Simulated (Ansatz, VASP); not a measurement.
One calculation of Ta3B2N, two programs

```
CELL_PARAMETERS angstrom
2.80174 1.61758 2.71756
-2.80174 1.61758 2.71756
0.00000 -3.23517 2.71756
ATOMIC_POSITIONS crystal
Ta 0.00000 0.50000 0.00000
Ta 0.50000 0.00000 0.00000
Ta 0.00000 0.00000 0.50000
B 0.60364 0.60364 0.60364
B 0.39636 0.39636 0.39636
N 0.00000 0.00000 0.00000
```

Change from the starting cell: species swapped into the Li2GaCu3 type (R-3m, No. 166).

Alike in both runs: functional PBE; k mesh 6 × 6 × 6; occupations gaussian, width 0.1 eV; no spin polarisation.

Ansatz relaxed the structure, and its values are those at the end. VASP's run is a single point on that final structure, the one shown.

|  | VASP | Ansatz |
| --- | --- | --- |
| version | VASP 6.6.1 | Ansatz 0.2.0 |
| potentials or method | VASP PAW PBE potentials, release 64 (Ta_pv, B, N) | scalar-relativistic, plane waves, PAW |
| plane-wave cutoff (eV) | 520 | 420 |
| valence electrons in the cell | 44 | 50 |

|  | VASP | Ansatz | Ansatz less VASP |
| --- | --- | --- | --- |
| gap on the k mesh at the Fermi level (eV) | none | none | - |
| pressure (GPa) | 0.5 | 0.1 | -0.44 |

A gap of «none» marks a metal or a gap that the smearing closes. With one functional, cell and mesh, what is left measures potentials, basis and numerics. The two sets of potentials don't hold the same shells in valence.

The runs have no spin-orbit coupling, so splittings on Ta are missing.
